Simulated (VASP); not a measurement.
Input of a VASP 6.6.1 run:

Contents of INCAR:

```
SYSTEM = Si11WC12
ALGO     = Normal         ! electronic algorithm
EDIFF    = 1E-5           ! SCF threshold, eV
ENCUT    = 450            ! plane-wave cutoff, eV
GGA      = PS             ! functional
ISIF     = 2              ! what is computed and relaxed
ISMEAR   = 0              ! smearing method
ISPIN    = 2              ! spin polarisation
ISYM     = 0            
KPAR     = 4            
LASPH    = .True.         ! aspherical terms in the spheres
LCHARG   = .False.        ! write CHGCAR
LDAU     = .True.         ! DFT+U
LDAUJ    = 0 0 0        
LDAUL    = 2 -1 -1        ! shell
LDAUPRINT= 1            
LDAUTYPE = 2            
LDAUU    = 4 0 0          ! U, eV
LMAXMIX  = 4              ! l up to which the mixer works
LORBIT   = 11             ! projections on sites
LREAL    = Auto         
LWAVE    = .False.        ! write WAVECAR
MAGMOM   = 1 0 0 0 0 0 0 0 0 0 0 0 0 0 0 0 0 0 0 0 0 0 0 0 ! initial moments
NBANDS   = 75             ! bands
NELECT   = 105.0        
NELM     = 120            ! most SCF steps
NUPDOWN  = 1              ! fixed moment
PREC     = Accurate       ! precision mode
SIGMA    = 0.03           ! smearing width, eV
```

The input KPOINTS:

```
k-points
0
Gamma
  2 3 3
  0 0 0
```

The input POSCAR:

```
Si11WC12                                
1.0
    0.0000000000      6.5370000000      6.5370000000
    4.3580000000      0.0000000000      4.3580000000
    4.3580000000      4.3580000000      0.0000000000
  W               Si              C             
     1    11    12
Direct
     0.9971000840617251    0.0017572854534524    0.0017968331801642
     0.9987875123695613    0.9958468485345021    0.5037978563246126
     0.9989406813523163    0.5034859079351984    0.9960557533026680
     0.9987605354337447    0.5032617792069052    0.5035789594511827
     0.3385289539771261    0.9977224685080103    0.9987703368214372
     0.3412541239423667    0.9957727986993763    0.4961188628383169
     0.3411247857387079    0.4952915113750007    0.9967625475075148
     0.3351943074319347    0.4991586396224955    0.5001364518712204
     0.6668046580069091    0.9964088636665552    0.9977711401658390
     0.6635606095433780    0.9985062510574138    0.5091089363348648
     0.6634952056030429    0.5076499345038697    0.0000744240088788
     0.6682419414918124    0.4987519850415696    0.4999732105977467
     0.0893784884418759    0.1290387246058155    0.1293720951626678
     0.0910688162320053    0.1278076945460872    0.6080323932592919
     0.0909286867358107    0.6079950271683439    0.1282120959466730
     0.0850943818316978    0.6243413632461329    0.6245877415799791
     0.4200324114032390    0.1226434521965238    0.1235031725954228
     0.4158512376445536    0.1252692585707427    0.6273137718290223
     0.4157713527601104    0.6262475157995890    0.1263505285829022
     0.4189794519473646    0.6232988791925019    0.6242106847513983
     0.7349272611468384    0.1324443112261269    0.1339888247778099
     0.7514812561449508    0.1243311556696732    0.6249143235189649
     0.7515680655817182    0.6235627814128799    0.1254846906773757
     0.7506101911772013    0.6244065627612444    0.6259143649140495
```

Potentials or basis: VASP PAW PBE potentials, release 64 (W_sv, Si, C).

The run is started by

```sh
$ cat potpaw_PBE.64/W_sv/POTCAR potpaw_PBE.64/Si/POTCAR potpaw_PBE.64/C/POTCAR > POTCAR
$ mpirun -np 4 vasp_std > vasp.out
```

Question: Predict the largest force.

Answer: 0.190 eV/Å.

Eigenvalues of the final occupation matrices:
| site | spin | trace | eigenvalues |
| --- | --- | --- | --- |
| site 1 d | 1 | 2.07 | 0.40 0.41 0.41 0.42 0.42 |
| site 1 d | 2 | 1.43 | 0.13 0.13 0.39 0.39 0.39 |

Caveat: the k mesh is coarse (spacing up to 0.42 Å⁻¹), so the values aren't converged; the cell is charged against a uniform background, so pressure and absolute levels hang on convention; the PAW data sets were made with another functional, which shifts forces and pressure a little; the total moment is fixed, so each spin has its own Fermi level; the U is typed as a test and isn't derived for this compound. The run has no spin-orbit coupling, so splittings on W are missing.
